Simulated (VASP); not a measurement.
Consider the following.

```
CELL_PARAMETERS angstrom
      1.73576    -3.00643     0.00000
      1.73576     3.00643     0.00000
      0.00000     0.00000     4.02833
ATOMIC_POSITIONS crystal
  Pt 0.00000 0.00000 0.00000
  S  0.33333 0.66667 0.29445
  S  0.66667 0.33333 0.70555
```

These are PBE GGA, VASP's PBE PAW potentials (set 64) (plane waves; VASP) values and carry that method's errors. Numerical set-up: 500 eV cut-off, 10×10×8 Γ-centred mesh, first-order Methfessel-Paxton smearing of 0.10 eV, potentials Pt S.

Energy and stress use the plane-wave basis of the starting cell. Without a dispersion term in the relaxation, distances and binding between the weakly bound layers, chains or molecules are unreliable, and so is what depends on them.

Q: The ions, cell shape and volume at an external pressure of 45.0 GPa are relaxed. What does this cell relax into?

A: 
```
CELL_PARAMETERS angstrom
      1.70883    -2.95979     0.00000
      1.70883     2.95979     0.00000
      0.00000     0.00000     3.91226
ATOMIC_POSITIONS crystal
  Pt 0.00000 0.00000 0.00000
  S  0.33333 0.66667 0.30242
  S  0.66667 0.33333 0.69758
```
Space group P-3m1 (164), at a tolerance of 0.03 Å.

Q: How do energy and volume change from the first to the last step?

A: The energy (σ→0) changes by +190.1 meV/atom and the volume by -5.9 %, in 9 ionic steps.

The compound is PtS2 in the 1T layered structure. This run relaxes it under an external pressure of 45 GPa. Symmetry was kept, so distortions that lower it aren't found.
